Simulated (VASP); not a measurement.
VASP runs on ZnS (space group P6_3mc) share one base input (PBE GGA, plane waves, VASP's PBE PAW potentials (set 64)) and change the settings named in each case.

**INCAR**
```
SYSTEM = ZnS
PREC = Accurate; ENCUT = 300; LREAL = F
LASPH = T
EDIFF = 1E-6; NELM = 100; ALGO = Normal
LMAXMIX = 4
ISMEAR = 0; SIGMA = 0.01
GGA = PE
ISIF = 2
LWAVE = F; LCHARG = F
```

### KPOINTS
```
Automatic mesh
0
Gamma
7 7 2
0 0 0
```

File POSCAR:
```
ZnS
1
    3.8089500000     0.0000000000     0.0000000000
   -1.9044750000     3.2986470000     0.0000000000
    0.0000000000     0.0000000000    12.4526000000
Zn S
4 4
Direct
  0.6666670000   0.3333330000   0.7499300000
  0.3333330000   0.6666670000   0.2499300000
  0.0000000000   0.0000000000   0.5000000000
  0.0000000000   0.0000000000   0.0000000000
  0.6666670000   0.3333330000   0.9377300000
  0.3333330000   0.6666670000   0.4377300000
  0.0000000000   0.0000000000   0.6873400000
  0.0000000000   0.0000000000   0.1873400000
```

POTCAR, in this order: Zn S (PBE.64 set). Program: vasp_std.

```tsv
change	E(σ→0) (eV/atom)	pressure (GPa)
base run	-3.4180	2.23
GGA removed, POTCAR Zn S (LDA.64 set)	-4.0893	-3.95
KPOINTS 6×6×2 Γ-centred mesh	-3.4175	2.24
LDAU = .TRUE., LDAUJ = 0 0, LDAUL = 2 -1, LDAUTYPE = 2, LDAUU = 8.0 0	-3.1829	-1.47
```
 Energies of different potentials or functionals have different zeros.  At 300 eV the pressure can carry a Pulay error.

Left out are runs that ran out of time, are held back, or changed the cell or the kind of run, fixed moments of cells without a moment, rows past the twelfth, gaps on odd meshes, pressures of charged cells and columns that move by less than the noise.

The structure comes from a computed database's ZnS entry (P6_3mc); how it stands against other phases isn't given here. The cell was not relaxed at this level.
